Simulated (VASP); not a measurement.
Computed with vdW-DF-cx, VASP's PBE PAW potentials (set 64) (plane waves; VASP 6.6.1).

VASP ran on this input.

File KPOINTS:
```
Automatic mesh
0
Gamma
8 8 8
0 0 0
```

### POSCAR
```
Rb
1.0
 -2.8250000000   2.8250000000   2.8250000000
  2.8250000000  -2.8250000000   2.8250000000
  2.8250000000   2.8250000000  -2.8250000000
Rb
1
Direct
  0.0000000000   0.0000000000   0.0000000000
```

### INCAR
```
SYSTEM = Rb
PREC = Accurate
ENCUT = 520
EDIFF = 1E-6
NELM = 100
ALGO = Normal
LREAL = .FALSE.
LASPH = .TRUE.
ISMEAR = 1
SIGMA = 0.1
GGA = CX
LUSE_VDW = .TRUE.
AGGAC = 0.0
LMAXMIX = 4
LWAVE = .FALSE.
LCHARG = .FALSE.
IBRION = 2
ISIF = 3
NSW = 60
EDIFFG = -0.01
```

POTCAR, in this order: Rb_sv (PBE.64 set). Program: vasp_std.

What VASP printed:

OSZICAR:
```
       N       E                     dE             d eps       ncg     rms          rms(c)
DAV:   1     0.508697125211E+02    0.50870E+02   -0.33469E+03   464   0.824E+02
DAV:   2     0.360930998472E+01   -0.47260E+02   -0.47086E+02   520   0.142E+02
DAV:   3     0.128388047531E+01   -0.23254E+01   -0.23252E+01   600   0.383E+01
DAV:   4     0.121916162884E+01   -0.64719E-01   -0.64559E-01   792   0.523E+00
DAV:   5     0.121863869775E+01   -0.52293E-03   -0.52288E-03   672   0.328E-01    0.112E+00
DAV:   6     0.121582806237E+01   -0.28106E-02   -0.24575E-03   712   0.312E-01    0.675E-01
DAV:   7     0.121238611524E+01   -0.34419E-02   -0.68569E-03   544   0.519E-01    0.468E-02
DAV:   8     0.121189462806E+01   -0.49149E-03   -0.71482E-04   624   0.169E-01    0.181E-02
DAV:   9     0.121185772494E+01   -0.36903E-04   -0.64014E-05   728   0.438E-02    0.535E-03
DAV:  10     0.121185577949E+01   -0.19454E-05   -0.95535E-06   624   0.192E-02    0.130E-03
DAV:  11     0.121185571266E+01   -0.66830E-07   -0.24403E-07   480   0.396E-03
   1 F= 0.12118557E+01 E0= 0.12123430E+01  d E =0.121186E+01
       N       E                     dE             d eps       ncg     rms          rms(c)
DAV:   1     0.121169510907E+01   -0.16067E-03   -0.35094E-03   496   0.444E-01    0.553E-02
DAV:   2     0.121180519163E+01    0.11008E-03   -0.25469E-04   504   0.134E-01    0.272E-02
DAV:   3     0.121184050554E+01    0.35314E-04   -0.18219E-04   696   0.861E-02    0.547E-03
DAV:   4     0.121183949525E+01   -0.10103E-05   -0.37792E-06   512   0.176E-02    0.329E-03
DAV:   5     0.121183836405E+01   -0.11312E-05   -0.32381E-07   328   0.721E-03    0.208E-03
DAV:   6     0.121183802513E+01   -0.33892E-06   -0.19085E-07   344   0.451E-03
   2 F= 0.12118380E+01 E0= 0.12123261E+01  d E =-.176875E-04
       N       E                     dE             d eps       ncg     rms          rms(c)
DAV:   1     0.121052493885E+01   -0.13134E-02   -0.31497E-02   464   0.133E+00    0.165E-01
DAV:   2     0.121150640808E+01    0.98147E-03   -0.23072E-03   480   0.410E-01    0.821E-02
DAV:   3     0.121182309196E+01    0.31668E-03   -0.16730E-03   688   0.259E-01    0.170E-02
DAV:   4     0.121181753380E+01   -0.55582E-05   -0.27458E-05   560   0.511E-02    0.961E-03
DAV:   5     0.121180980997E+01   -0.77238E-05   -0.41301E-06   720   0.236E-02    0.601E-03
DAV:   6     0.121180871750E+01   -0.10925E-05   -0.10095E-06   336   0.111E-02    0.155E-03
DAV:   7     0.121180887857E+01    0.16107E-06   -0.13942E-07   256   0.347E-03
   3 F= 0.12118089E+01 E0= 0.12122989E+01  d E =-.468341E-04
```

### OUTCAR
```
------------------------ aborting loop because EDIFF is reached ----------------------------------------
  FORCE on cell =-STRESS in cart. coord.  units (eV):
  Direction    XX          YY          ZZ          XY          YZ          ZX
  --------------------------------------------------------------------------------------
  Total       -0.0027230     -0.0027230     -0.0027230      0.0000000      0.0000000      0.0000000
  in kB       -0.0486956     -0.0486956     -0.0486956      0.0000000      0.0000000      0.0000000
  external PRESSURE =      -0.0486956 kB  Pullay stress =       0.0000000 kB
  volume of cell :       89.59
      direct lattice vectors                 reciprocal lattice vectors
    -2.818829163  2.818829163  2.818829163     0.000000000  0.177378610  0.177378610
     2.818829163 -2.818829163  2.818829163     0.177378610  0.000000000  0.177378610
     2.818829163  2.818829163 -2.818829163     0.177378610  0.177378610  0.000000000
 POSITION                                       TOTAL-FORCE (eV/Angst)
 -----------------------------------------------------------------------------------
      0.00000      0.00000      0.00000        -0.000000     -0.000000      0.000000
 -----------------------------------------------------------------------------------
    total drift:                                0.000000     -0.000000     -0.000000
  FREE ENERGIE OF THE ION-ELECTRON SYSTEM (eV)
  ---------------------------------------------------
  free  energy   TOTEN  =         1.2118088786 eV

  energy  without entropy=        1.2132788687  energy(sigma->0) =        1.21229888

 reached required accuracy - stopping structural energy minimisation
```
(Selected blocks of OUTCAR.)

File CONTCAR:
```
Rb
   1.00000000000000
    -2.8188291634845521    2.8188291634845521    2.8188291634845521
     2.8188291634845521   -2.8188291634845521    2.8188291634845521
     2.8188291634845521    2.8188291634845521   -2.8188291634845521
  Rb
     1
Direct
     0.0000000000000000    0.0000000000000000    0.0000000000000000
```

The compound is Rb in the bcc structure. This run relaxes it. Symmetry was kept, so distortions that lower it aren't found.
